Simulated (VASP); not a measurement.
# Band gap of GaSb at several levels of theory, part 2 of 3

How does the band gap of GaSb depend on the functional? The starting structure is a measured crystal structure from the Crystallography Open Database. Cell and atoms stay as given. Meshes and data sets differ where the inputs say so.

VASP 6.6.1.

Results so far: LDA no gap; PBE 0.031 eV; r2SCAN 0.449 eV.

The database entry behind the starting cell differs from later determinations by our own check (about 0.4 % long), so it need not match the best structure at ambient conditions.

### Step 5. Bands with TB-mBJ

Level of this step: TB-mBJ; plane waves and PAW (Sb, Ga_d) (VASP).

TB-mBJ is a local potential fitted to gaps: it costs far less than a hybrid but gives no energy. Its energies, forces and stress mean nothing.

The input, INCAR:

```
SYSTEM = GaSb
PREC = Accurate
ENCUT = 350
EDIFF = 1E-06
NELM = 150
ISMEAR = 0
SIGMA = 0.03
LREAL = .FALSE.
ALGO = Normal
METAGGA = MBJ
LASPH = .TRUE.
NBANDS = 21
LORBIT = 11
LWAVE = .FALSE.
LCHARG = .FALSE.
KPAR = 4
```

The input, POSCAR:

```
GaSb
1.0
    0.0000000000      3.0590000000      3.0590000000
    3.0590000000      0.0000000000      3.0590000000
    3.0590000000      3.0590000000      0.0000000000
Sb Ga
1 1
Direct
    0.7500000000      0.7500000000      0.7500000000
    0.0000000000      0.0000000000      0.0000000000
```

The input, KPOINTS:

```
Automatic mesh
0
Gamma
6 6 6
0 0 0
```

The input, KPOINTS_OPT:

```
Line mode
10
Line-mode
Reciprocal
  0.00000000   0.00000000   0.00000000 GAMMA
  0.50000000   0.00000000   0.50000000 X

  0.50000000   0.00000000   0.50000000 X
  0.50000000   0.25000000   0.75000000 W

  0.50000000   0.25000000   0.75000000 W
  0.37500000   0.37500000   0.75000000 K

  0.37500000   0.37500000   0.75000000 K
  0.00000000   0.00000000   0.00000000 GAMMA

  0.00000000   0.00000000   0.00000000 GAMMA
  0.50000000   0.50000000   0.50000000 L

  0.50000000   0.50000000   0.50000000 L
  0.62500000   0.25000000   0.62500000 U

  0.62500000   0.25000000   0.62500000 U
  0.50000000   0.25000000   0.75000000 W

  0.50000000   0.25000000   0.75000000 W
  0.50000000   0.50000000   0.50000000 L

  0.50000000   0.50000000   0.50000000 L
  0.37500000   0.37500000   0.75000000 K

  0.62500000   0.25000000   0.62500000 U
  0.50000000   0.00000000   0.50000000 X
```

Potentials, in the order of the species: Sb and Ga_d (PBE family, release 64).

The run is started by

```console
$ mpirun -np 4 vasp_std
```

The log of the run:

```text
[banner, memory and clock lines left out]
running    4 mpi-ranks, on    1 nodes
[...]
[... a notice as in an earlier step ...]

 LDA part: xc-table for (None), standard interpolation
 POSCAR, INCAR and KPOINTS ok, starting setup
[...]
entering main loop
       N       E                     dE             d eps       ncg     rms          rms(c)
DAV:   1     0.504301002809E+03    0.50430E+03   -0.65898E+03   697   0.847E+02
DAV:   2     0.419886865727E+03   -0.84414E+02   -0.79761E+02   724   0.237E+02
DAV:   3     0.411372278997E+03   -0.85146E+01   -0.84632E+01   795   0.561E+01
DAV:   4     0.411217880824E+03   -0.15440E+00   -0.15435E+00   757   0.832E+00
[...]
DAV:  34     0.412725377427E+03   -0.40699E-04   -0.99834E-10   381   0.166E-04    0.238E-05
DAV:  35     0.412725369680E+03   -0.77466E-05   -0.23053E-10   366   0.108E-04    0.288E-05
DAV:  36     0.412725369052E+03   -0.62822E-06   -0.84564E-11   381   0.586E-05
   1 F= 0.41272537E+03 E0= 0.41272537E+03  d E =-.508667E-19
 Start KPOINTS_OPT (optional k-point list driver)
k-point batch [1-16\100]
       N       E                     dE             ncg
DAV:   1    -0.411381950218E+02   -0.54537E+04      728
DAV:   2    -0.148973710963E+04   -0.14486E+04      711
DAV:   3    -0.163637739212E+04   -0.14664E+03      817
DAV:   4    -0.163940435498E+04   -0.30270E+01      820
DAV:   5    -0.163945450220E+04   -0.50147E-01      810
DAV:   6    -0.163945660032E+04   -0.20981E-02      984
DAV:   7    -0.163945661133E+04   -0.11006E-04      851
DAV:   8    -0.163945661139E+04   -0.57411E-07      568
[...]
k-point batch [97-100\100]
       N       E                     dE             ncg
DAV:   1     0.572734355851E+04   -0.19899E+04      178
DAV:   2     0.535465248185E+04   -0.37269E+03      184
DAV:   3     0.531612055912E+04   -0.38532E+02      206
DAV:   4     0.531536427003E+04   -0.75629E+00      216
DAV:   5     0.531535310212E+04   -0.11168E-01      183
DAV:   6     0.531535256611E+04   -0.53600E-03      272
DAV:   7     0.531535256482E+04   -0.12911E-05      183
DAV:   8     0.531535256481E+04   -0.12494E-07      176
```

Wall time 56 s (4 MPI ranks of AMD EPYC 7R43, shared host); peak memory 0.52 GiB; 3.6 min of CPU time.

From OUTCAR (step 5):

```text
  Total      -68.9702275    -68.9702275    -68.9702275     -0.0000000      0.0000000     -0.0000000
  in kB    -1930.2066804  -1930.2066804  -1930.2066804     -0.0000000      0.0000000     -0.0000000
  external PRESSURE =   -1930.2066804 kB  Pullay stress =       0.0000000 kB

 POSITION                                       TOTAL-FORCE (eV/Angst)
 -----------------------------------------------------------------------------------
      4.58850      4.58850      4.58850        -0.000000     -0.000000     -0.000000
      0.00000      0.00000      0.00000         0.000000      0.000000      0.000000
 -----------------------------------------------------------------------------------
    total drift:                               -0.000605     -0.000605     -0.000605

  FREE ENERGIE OF THE ION-ELECTRON SYSTEM (eV)
  ---------------------------------------------------
  free  energy   TOTEN  =       412.7253690522 eV

  energy  without entropy=      412.7253690522  energy(sigma->0) =      412.72536905

[... 2 parts as in an earlier step ...]

[... 1 further part left out ...]
[key lines of the parts left out:]
E-fermi :   4.9990
```

TB-mBJ gives a direct gap of 0.870 eV.

### Step 6. Bands with LDA + spin-orbit coupling

Spin-orbit coupling is switched on in this step.

The input, INCAR:

```
SYSTEM = GaSb
PREC = Accurate
ENCUT = 350
EDIFF = 1E-06
NELM = 100
ISMEAR = 0
SIGMA = 0.03
LREAL = .FALSE.
ALGO = Normal
GGA = CA
LNONCOLLINEAR = .TRUE.
MAGMOM = 0 0 0 0 0 0
NBANDS = 30
GGA_COMPAT = .FALSE.
LASPH = .TRUE.
LSORBIT = .TRUE.
LORBIT = 11
LWAVE = .FALSE.
LCHARG = .FALSE.
KPAR = 4
```

POSCAR is that of step 5.

KPOINTS is that of step 5.

KPOINTS_OPT is that of step 5.

The projector-augmented-wave data sets are Sb and Ga_d (LDA family, release 64).

The run is started by

```console
$ mpirun -np 4 vasp_ncl
```

The log of the run:

```text
[... set-up lines as in an earlier step ...]
 entering main loop
       N       E                     dE             d eps       ncg     rms          rms(c)
DAV:   1     0.102066526555E+03    0.10207E+03   -0.66135E+03  1352   0.120E+03
DAV:   2     0.364006827970E+01   -0.98426E+02   -0.94783E+02  1410   0.319E+02
DAV:   3    -0.846666603755E+01   -0.12107E+02   -0.11990E+02  1606   0.947E+01
DAV:   4    -0.881985781491E+01   -0.35319E+00   -0.35259E+00  1554   0.182E+01
[...]
DAV:  10    -0.870510707696E+01   -0.34291E-04   -0.92595E-05  1532   0.788E-02    0.148E-02
DAV:  11    -0.870511705256E+01   -0.99756E-05   -0.84596E-06  1508   0.302E-02    0.928E-03
DAV:  12    -0.870511686991E+01    0.18264E-06   -0.73192E-07  1242   0.782E-03
   1 F= -.87051169E+01 E0= -.87050372E+01  d E =-.159338E-03  mag=     0.0000     0.0000     0.0000
 Start KPOINTS_OPT (optional k-point list driver)
k-point batch [1-22\100]
       N       E                     dE             ncg
DAV:   1     0.136111985468E+03   -0.78548E+04     1364
DAV:   2    -0.205840429293E+04   -0.21945E+04     1430
DAV:   3    -0.233373733546E+04   -0.27533E+03     1620
DAV:   4    -0.234173994243E+04   -0.80026E+01     1586
DAV:   5    -0.234194957635E+04   -0.20963E+00     1722
DAV:   6    -0.234195961189E+04   -0.10036E-01     1892
DAV:   7    -0.234195967418E+04   -0.62289E-04     1762
DAV:   8    -0.234195967522E+04   -0.10346E-05     1336
DAV:   9    -0.234195967539E+04   -0.17221E-06     1092
[...]
k-point batch [89-100\100]
       N       E                     dE             ncg
DAV:   1     0.402147711367E+04   -0.58203E+04      782
DAV:   2     0.284363515373E+04   -0.11778E+04      760
DAV:   3     0.270398007464E+04   -0.13966E+03      936
DAV:   4     0.270043880154E+04   -0.35413E+01      844
DAV:   5     0.270034591147E+04   -0.92890E-01      920
DAV:   6     0.270034177315E+04   -0.41383E-02     1024
DAV:   7     0.270034174829E+04   -0.24854E-04      982
DAV:   8     0.270034174802E+04   -0.27061E-06      738
```

Wall time 73 s (4 MPI ranks); peak memory 0.83 GiB; 4.8 min of CPU time.

From OUTCAR (step 6):

```text
  Total       -0.5483147     -0.5483147     -0.5483147      0.0000000      0.0000000     -0.0000000
  in kB      -15.3451818    -15.3451818    -15.3451818      0.0000000      0.0000000     -0.0000000
  external PRESSURE =     -15.3451818 kB  Pullay stress =       0.0000000 kB

 POSITION                                       TOTAL-FORCE (eV/Angst)
 -----------------------------------------------------------------------------------
      4.58850      4.58850      4.58850         0.000000      0.000000      0.000000
      0.00000      0.00000      0.00000        -0.000000     -0.000000     -0.000000
 -----------------------------------------------------------------------------------
    total drift:                               -0.000001     -0.000001     -0.000001

  FREE ENERGIE OF THE ION-ELECTRON SYSTEM (eV)
  ---------------------------------------------------
  free  energy   TOTEN  =        -8.7051168699 eV

  energy  without entropy=       -8.7049575322  energy(sigma->0) =       -8.70503720

 magnetization (x)
# of ion       s       p       d       tot
------------------------------------------
    1        0.000   0.000   0.000   0.000
    2        0.000   0.000   0.000   0.000
--------------------------------------------------
tot          0.000   0.000   0.000   0.000

 magnetization (y)
# of ion       s       p       d       tot
------------------------------------------
    1        0.000   0.000   0.000   0.000
    2        0.000   0.000   0.000   0.000
--------------------------------------------------
tot          0.000   0.000   0.000   0.000

 magnetization (z)
# of ion       s       p       d       tot
------------------------------------------
    1        0.000   0.000   0.000   0.000
    2        0.000   0.000   0.000   0.000
--------------------------------------------------
tot          0.000   0.000   0.000   0.000

[... 1 part as in an earlier step ...]

[... 2 further parts left out ...]
[key lines of the parts left out:]
E-fermi :   4.9174
```

LDA + spin-orbit coupling gives no gap.

### Step 7. Bands with r2SCAN + spin-orbit coupling

INCAR, as its differences from that of step 6:

```diff
@@ -9,3 +9,4 @@
 ALGO = Normal
-GGA = CA
+METAGGA = R2SCAN
+LASPH = .TRUE.
 LNONCOLLINEAR = .TRUE.
@@ -14,3 +15,2 @@
 GGA_COMPAT = .FALSE.
-LASPH = .TRUE.
 LSORBIT = .TRUE.
```

POSCAR is that of step 6.

KPOINTS is that of step 6.

KPOINTS_OPT is that of step 6.

PAW data sets: Sb and Ga_d (PBE family, release 64).

The run is started by

```console
$ mpirun -np 4 vasp_ncl
```

The log of the run:

```text
[... set-up lines as in an earlier step ...]
 entering main loop
       N       E                     dE             d eps       ncg     rms          rms(c)
DAV:   1     0.727641118500E+02    0.72764E+02   -0.68422E+03  1358   0.124E+03
DAV:   2    -0.269596500317E+02   -0.99724E+02   -0.96008E+02  1410   0.330E+02
DAV:   3    -0.391201520872E+02   -0.12161E+02   -0.12048E+02  1590   0.964E+01
DAV:   4    -0.394646640714E+02   -0.34451E+00   -0.34391E+00  1582   0.183E+01
[...]
DAV:  12    -0.376384426194E+02    0.11450E-04   -0.83714E-05  1770   0.135E-01    0.930E-03
DAV:  13    -0.376384392433E+02    0.33762E-05   -0.61847E-06  1470   0.263E-02    0.465E-03
DAV:  14    -0.376384394096E+02   -0.16638E-06   -0.22089E-07   966   0.498E-03
   1 F= -.37638439E+02 E0= -.37638439E+02  d E =-.915514E-10  mag=     0.0000     0.0000    -0.0000
 Start KPOINTS_OPT (optional k-point list driver)
k-point batch [1-22\100]
       N       E                     dE             ncg
DAV:   1     0.932184538935E+02   -0.78977E+04     1370
DAV:   2    -0.215788144976E+04   -0.22511E+04     1442
DAV:   3    -0.243465340870E+04   -0.27677E+03     1604
DAV:   4    -0.244247650584E+04   -0.78231E+01     1602
DAV:   5    -0.244266668750E+04   -0.19018E+00     1706
DAV:   6    -0.244267579750E+04   -0.91100E-02     1900
DAV:   7    -0.244267585769E+04   -0.60185E-04     1740
DAV:   8    -0.244267585848E+04   -0.79452E-06     1272
[...]
k-point batch [89-100\100]
       N       E                     dE             ncg
DAV:   1     0.398828556240E+04   -0.58535E+04      782
DAV:   2     0.278637152319E+04   -0.12019E+04      752
DAV:   3     0.264647020934E+04   -0.13990E+03      938
DAV:   4     0.264305752001E+04   -0.34127E+01      830
DAV:   5     0.264297196171E+04   -0.85558E-01      926
DAV:   6     0.264296769605E+04   -0.42657E-02     1042
DAV:   7     0.264296767542E+04   -0.20623E-04      994
DAV:   8     0.264296767517E+04   -0.25380E-06      662
```

Run time: 6.3 min. Hardware: 4 MPI ranks; peak memory 1 GiB; 25 min of CPU time.

From OUTCAR (step 7):

```text
  Total        0.1119474      0.1119474      0.1119474      0.0000000      0.0000000      0.0000000
  in kB        3.1329687      3.1329687      3.1329687      0.0000000      0.0000000      0.0000000
  external PRESSURE =       3.1329687 kB  Pullay stress =       0.0000000 kB

 POSITION                                       TOTAL-FORCE (eV/Angst)
 -----------------------------------------------------------------------------------
      4.58850      4.58850      4.58850        -0.000000     -0.000000     -0.000000
      0.00000      0.00000      0.00000         0.000000      0.000000      0.000000
 -----------------------------------------------------------------------------------
    total drift:                                0.000003      0.000003      0.000003

  FREE ENERGIE OF THE ION-ELECTRON SYSTEM (eV)
  ---------------------------------------------------
  free  energy   TOTEN  =       -37.6384394096 eV

  energy  without entropy=      -37.6384394095  energy(sigma->0) =      -37.63843941

 magnetization (x)
# of ion       s       p       d       tot
------------------------------------------
    1       -0.000  -0.000   0.000  -0.000
    2        0.000  -0.000   0.000  -0.000
--------------------------------------------------
tot         -0.000  -0.000   0.000  -0.000

 magnetization (y)
# of ion       s       p       d       tot
------------------------------------------
    1       -0.000  -0.000   0.000  -0.000
    2        0.000  -0.000  -0.000  -0.000
--------------------------------------------------
tot         -0.000  -0.000   0.000  -0.000

 magnetization (z)
# of ion       s       p       d       tot
------------------------------------------
    1       -0.000   0.000   0.000   0.000
    2        0.000   0.000  -0.000   0.000
--------------------------------------------------
tot         -0.000   0.000   0.000   0.000

[... 2 parts as in an earlier step ...]

[... 1 further part left out ...]
[key lines of the parts left out:]
E-fermi :   5.0296
```

r2SCAN + spin-orbit coupling gives a direct gap of 0.230 eV. The least gap is -0.219 eV from that of r2SCAN.

### Step 8. Bands with TB-mBJ + spin-orbit coupling

INCAR, as its differences from that of step 7:

```diff
@@ -4,3 +4,3 @@
 EDIFF = 1E-06
-NELM = 100
+NELM = 150
 ISMEAR = 0
@@ -9,3 +9,3 @@
 ALGO = Normal
-METAGGA = R2SCAN
+METAGGA = MBJ
 LASPH = .TRUE.
```

POSCAR is that of step 7.

KPOINTS is that of step 7.

KPOINTS_OPT is that of step 7.

The run is started by

```console
$ mpirun -np 4 vasp_ncl
```

The log of the run:

```text
[... set-up lines as in an earlier step ...]
 entering main loop
       N       E                     dE             d eps       ncg     rms          rms(c)
DAV:   1     0.517435836713E+03    0.51744E+03   -0.65625E+03  1352   0.119E+03
DAV:   2     0.422704401473E+03   -0.94731E+02   -0.91045E+02  1412   0.315E+02
DAV:   3     0.411468527023E+03   -0.11236E+02   -0.11130E+02  1568   0.905E+01
DAV:   4     0.411162232450E+03   -0.30629E+00   -0.30590E+00  1614   0.169E+01
[...]
DAV:  26     0.412657652163E+03    0.24685E-05   -0.54857E-10   822   0.229E-04    0.189E-05
DAV:  27     0.412657644957E+03   -0.72055E-05   -0.24849E-10   786   0.131E-04    0.398E-05
DAV:  28     0.412657645857E+03    0.89936E-06   -0.89857E-11   780   0.938E-05
   1 F= 0.41265765E+03 E0= 0.41265765E+03  d E =-.415418E-12  mag=    -0.0000    -0.0000     0.0000
 Start KPOINTS_OPT (optional k-point list driver)
k-point batch [1-22\100]
       N       E                     dE             ncg
DAV:   1     0.170890272687E+03   -0.78201E+04     1376
DAV:   2    -0.202049137473E+04   -0.21914E+04     1420
DAV:   3    -0.228466619766E+04   -0.26417E+03     1608
DAV:   4    -0.229206286797E+04   -0.73967E+01     1596
DAV:   5    -0.229224473958E+04   -0.18187E+00     1644
DAV:   6    -0.229225443212E+04   -0.96925E-02     1976
DAV:   7    -0.229225448899E+04   -0.56867E-04     1674
DAV:   8    -0.229225448986E+04   -0.87071E-06     1320
[...]
k-point batch [89-100\100]
       N       E                     dE             ncg
DAV:   1     0.403880764763E+04   -0.58030E+04      782
DAV:   2     0.286505283165E+04   -0.11738E+04      752
DAV:   3     0.273126595545E+04   -0.13379E+03      930
DAV:   4     0.272798656289E+04   -0.32794E+01      824
DAV:   5     0.272790464650E+04   -0.81916E-01      864
DAV:   6     0.272790022390E+04   -0.44226E-02     1074
DAV:   7     0.272790020230E+04   -0.21602E-04      942
DAV:   8     0.272790020203E+04   -0.26288E-06      660
```

Elapsed: 2.3 min, on 4 MPI ranks; peak memory 1 GiB; 9.1 min of CPU time.

From OUTCAR (step 8):

```text
  Total      -69.0007476    -69.0007476    -69.0007476      0.0000000      0.0000000     -0.0000000
  in kB    -1931.0608175  -1931.0608175  -1931.0608175      0.0000000      0.0000000     -0.0000000
  external PRESSURE =   -1931.0608175 kB  Pullay stress =       0.0000000 kB

 POSITION                                       TOTAL-FORCE (eV/Angst)
 -----------------------------------------------------------------------------------
      4.58850      4.58850      4.58850         0.000000      0.000000      0.000000
      0.00000      0.00000      0.00000        -0.000000     -0.000000     -0.000000
 -----------------------------------------------------------------------------------
    total drift:                               -0.000004     -0.000004     -0.000004

  FREE ENERGIE OF THE ION-ELECTRON SYSTEM (eV)
  ---------------------------------------------------
  free  energy   TOTEN  =       412.6576458565 eV

  energy  without entropy=      412.6576458565  energy(sigma->0) =      412.65764586

 magnetization (x)
# of ion       s       p       d       tot
------------------------------------------
    1        0.000   0.000  -0.000   0.000
    2        0.000   0.000   0.000   0.000
--------------------------------------------------
tot          0.000   0.000  -0.000   0.000

 magnetization (y)
# of ion       s       p       d       tot
------------------------------------------
    1        0.000  -0.000  -0.000  -0.000
    2        0.000  -0.000   0.000  -0.000
--------------------------------------------------
tot          0.000  -0.000  -0.000  -0.000

 magnetization (z)
# of ion       s       p       d       tot
------------------------------------------
    1        0.000   0.000  -0.000   0.000
    2        0.000  -0.000   0.000   0.000
--------------------------------------------------
tot          0.000  -0.000  -0.000   0.000

[... 2 parts as in an earlier step ...]

[... 1 further part left out ...]
[key lines of the parts left out:]
E-fermi :   5.1706
```

TB-mBJ + spin-orbit coupling gives a direct gap of 0.658 eV. The least gap is -0.212 eV from that of TB-mBJ.

(Continued in part 3 of 3.)

[Lines on the potential files, build, host, timing and source positions are cut from VASP's logs without a mark.]

[Logs are printed without paths, hosts, clocks, repeated set-up lines and the standing remarks that a program may print on its own settings, such as how far it seeks lower states.]

[Hosts, paths, dates, database ids (printed as entryN), source tags and the programs' standing remarks are cut or masked in the printed files.]
